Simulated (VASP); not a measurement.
Here is the system:

```xyz
12
Lattice="1.5399 -2.6672 0.0000 1.5399 2.6672 0.0000 0.0000 0.0000 15.1166" Properties=species:S:1:pos:R:3 pbc="T T T"
Si     1.5399    -2.6672    15.1142
Si     1.5399    -2.6672     7.5559
Si     1.5399    -0.8891    12.5937
Si     1.5399     0.8891     5.0354
Si     1.5399    -0.8891     2.5188
Si     1.5399     0.8891    10.0770
C      1.5399    -2.6672    13.2189
C      0.0000     0.0000     5.6606
C      1.5399    -0.8891    10.7037
C      1.5399     0.8891     3.1455
C      1.5399    -0.8891     0.6287
C      1.5399     0.8891     8.1870
```

Computed with PBEsol GGA, VASP's PBE PAW potentials (set 64) (plane waves; VASP 6.6.1). Numerical set-up: 520 eV cut-off, 9×9×2 Γ-centred mesh, tetrahedra with Blöchl corrections, potentials Si C.

The cores are frozen, which limits the accuracy of field gradients.

Q: Give the principal components of the electric field gradient (V/Å²) and the asymmetry η at each nucleus.

A: 
```tsv
atom	Vxx	Vyy	Vzz	η
Si1	0.1	0.1	-0.3	-
Si2	0.1	0.1	-0.3	-
Si3	-1.3	-1.3	2.6	0.00
Si4	-1.3	-1.3	2.6	0.00
Si5	-1.1	-1.1	2.3	0.00
Si6	-1.1	-1.1	2.3	0.00
C7	-1.1	-1.1	2.2	0.00
C8	-1.1	-1.1	2.2	0.00
C9	-0.1	-0.1	0.3	-
C10	-0.1	-0.1	0.3	-
C11	-0.3	-0.3	0.6	0.00
C12	-0.3	-0.3	0.6	0.00
```

The compound is SiC in the 6h structure. It was relaxed first.
